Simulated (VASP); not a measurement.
Calculation: PBE GGA, VASP's PBE PAW potentials (set 64) (plane waves; VASP).

A VASP calculation is set up with these files.

**INCAR**
```
ALGO = Normal
EDIFF = 1E-6
ENCUT = 400
GGA = PE
ISIF = 2
ISMEAR = -5
LASPH = .TRUE.
LCHARG = .FALSE.
LMAXMIX = 4
LREAL = .FALSE.
LWAVE = .FALSE.
NELM = 100
PREC = Accurate
SYSTEM = CsBr
```

File POSCAR:
```
CsBr
1
    4.3758000000     0.0000000000     0.0000000000
    0.0000000000     4.3758000000     0.0000000000
    0.0000000000     0.0000000000     4.3758000000
Cs Br
1 1
Direct
  0.0000000000   0.0000000000   0.0000000000
  0.5000000000   0.5000000000   0.5000000000
```

### KPOINTS
```
K-points
0
Gamma
 6 6 6
```

POTCAR, in this order: Cs_sv Br (PBE.64 set). Program: vasp_std.

Unless said otherwise, spin-orbit coupling is left out, though it shifts the bands of the heavy elements here.

**Question.** Predict the energy per atom (σ→0), band gap (on the k-mesh).

**Answer.** 
The energy per atom (σ→0) is -3.012 eV/atom and the band gap (on the k-mesh) is 4.28 eV.

### OSZICAR
```
...
DAV:   6    -0.606038670459E+01    0.24358E+00   -0.36968E-01   540   0.304E+00    0.111E+00
DAV:   7    -0.602005135061E+01    0.40335E-01   -0.18635E-01   584   0.218E+00    0.596E-01
DAV:   8    -0.602294700917E+01   -0.28957E-02   -0.12458E-02   536   0.790E-01    0.955E-02
DAV:   9    -0.602338184794E+01   -0.43484E-03   -0.25718E-03   560   0.308E-01    0.815E-02
DAV:  10    -0.602342702139E+01   -0.45173E-04   -0.16607E-04   572   0.103E-01    0.125E-02
DAV:  11    -0.602343216363E+01   -0.51422E-05   -0.40590E-05   564   0.378E-02    0.478E-03
DAV:  12    -0.602343205462E+01    0.10901E-06   -0.77258E-06   564   0.172E-02
   1 F= -.60234321E+01 E0= -.60234321E+01  d E =0.000000E+00
```

The compound is CsBr in the CsCl type structure. The cell was not relaxed at this level. The run is one of a series of settings (ISMEAR = -5, SIGMA removed against the base run), some of them coarse on purpose.
